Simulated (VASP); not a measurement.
Input:

```
Na2S
1.0
   -0.06499     3.24949     3.24949
    3.18450     0.00000     3.18450
    3.24949     3.24949    -0.06499
Na S
2 1
Direct
  0.25000   0.25000   0.25000
  0.75000   0.75000   0.75000
  0.00000   0.00000   0.00000
```

Calculation: PBEsol GGA, VASP's PBE PAW potentials (set 64) (plane waves; VASP). Numerical set-up: 480 eV cut-off, 6×6×6 Γ-centred mesh, Gaussian smearing of 0.050 eV, potentials Na_pv S.

### Question
What does the run give for the energy per atom (σ→0), largest force, band gap (on the k-mesh) with the smallest direct gap where there is one?

### Answer

```yaml
band gap (on the k-mesh): 2.38 eV
smallest direct gap (on the k-mesh): 2.38 eV
energy per atom (σ→0): -3.456 eV/atom
largest_force: 0.060 eV/Å
```

The absolute energy has meaning only against runs of the same code, potentials and settings.

The compound is Na2S in the antifluorite structure. This cell was strained or had an atom moved on purpose.
